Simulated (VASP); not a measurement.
Consider the following.

```xyz
4
Lattice="3.3019 0.0000 0.0000 -1.6510 2.8596 0.0000 0.0000 0.0000 4.1408" Properties=species:S:1:pos:R:3 pbc="T T T"
Al     0.0000     1.9064     3.1056
Al     1.6510     0.9532     1.0352
N      0.0000     1.9064     1.0352
N      1.6510     0.9532     3.1056
```

All values below come from PBEsol GGA, VASP's PBE PAW potentials (set 64) (plane waves; VASP). Settings: 520 eV cut-off, Gaussian smearing of 0.050 eV, potentials Al N.

Q: Estimate the band gap (along the path) with the smallest direct gap where there is one.

A: 
The band gap (along the path) is 3.34 eV. The smallest direct gap (along the path) is 3.34 eV.

The absolute energy has meaning only against runs of the same code, potentials and settings.

The structure comes from a computed database's AlN entry (P6_3/mmc); how it stands against other phases isn't given here. It was relaxed first.
